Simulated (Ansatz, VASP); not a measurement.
One calculation of ZrTaN, two programs

Contents of INCAR:

```
PREC = Accurate ; ENCUT = 520
EDIFF = 1E-7 ; ISMEAR = 0
SIGMA = 0.1 ; LREAL = False
LASPH = True ; NELM = 80
ALGO = Normal ; ISIF = 2
LWAVE = False ; LCHARG = True
GGA = PE ; LELF = True
LVHAR = True ; NBANDS = 37
```

KPOINTS

```
Automatic mesh
0
Gamma
  6 6 2
```

Contents of POSCAR:

```
ZrTaN
1.0
    3.0698144200      0.0000000000      0.0000000000
    0.0000000000      3.0698144200      0.0000000000
    0.0000000000      0.0000000000      7.8028167300
Zr Ta N
2 2 2
Direct
    0.0000000000      0.5000000000      0.6647710200
    0.5000000000      0.0000000000      0.3352289800
    0.5000000000      0.0000000000      0.9026290200
    0.0000000000      0.5000000000      0.0973709800
    0.0000000000      0.5000000000      0.3764100100
    0.5000000000      0.0000000000      0.6235899900
```

Input for Ansatz:

```yaml
crystal:
  lattice:
    - [3.06981442, 0.0, 0.0]
    - [0.0, 3.06981442, 0.0]
    - [0.0, 0.0, 7.80281673]
  atoms:
    - { symbol: Zr, position: [0.0, 0.5, 0.66477102] }
    - { symbol: Zr, position: [0.5, 0.0, 0.33522898] }
    - { symbol: Ta, position: [0.5, 0.0, 0.90262902] }
    - { symbol: Ta, position: [0.0, 0.5, 0.09737098] }
    - { symbol: "N", position: [0.0, 0.5, 0.37641001] }
    - { symbol: "N", position: [0.5, 0.0, 0.62358999] }
basis:
  ecutwfc: 420
kpoints:
  mp_grid: { grid: [6, 6, 2] }
hamiltonian:
  xc: pbe
scf:
  occupations: { method: gaussian, width: 0.1 }
  lower_state_search: "off"
output:
  forces: true
  stress: true
  eigenvalues: true
```

Change from the starting cell: species swapped into the TaMoN type (P4/nmm, No. 129).

Alike in both runs: task single point; functional PBE; k mesh 6 × 6 × 2; occupations gaussian, width 0.1 eV; no spin polarisation.

|  | VASP | Ansatz |
| --- | --- | --- |
| version | VASP 6.6.1 | Ansatz 0.2.0 |
| potentials or method | VASP PAW PBE potentials, release 64 (Zr_sv, Ta_pv, N) | scalar-relativistic, plane waves, PAW |
| plane-wave cutoff (eV) | 520 | 420 |
| valence electrons in the cell | 56 | 60 |

Ansatz gave:

* gap on the k mesh at the Fermi level (eV): none
* rms of the force components (eV/Å): 0.825

Estimate VASP's values.

gap on the k mesh at the Fermi level (eV): none; rms of the force components (eV/Å): 0.826.

Atom by atom the forces differ by 0.010 eV/Å (rms over components). A gap of «none» marks a metal or a gap that the smearing closes. The two sets of potentials don't hold the same shells in valence.

Caveats: the k mesh is coarse (spacing up to 0.40 Å⁻¹), so the values aren't converged; forces of over 1 eV/Å show positions far from the minimum, so gaps and moduli don't describe the material at rest. Spin-orbit coupling is left out, which matters for the levels of Ta.
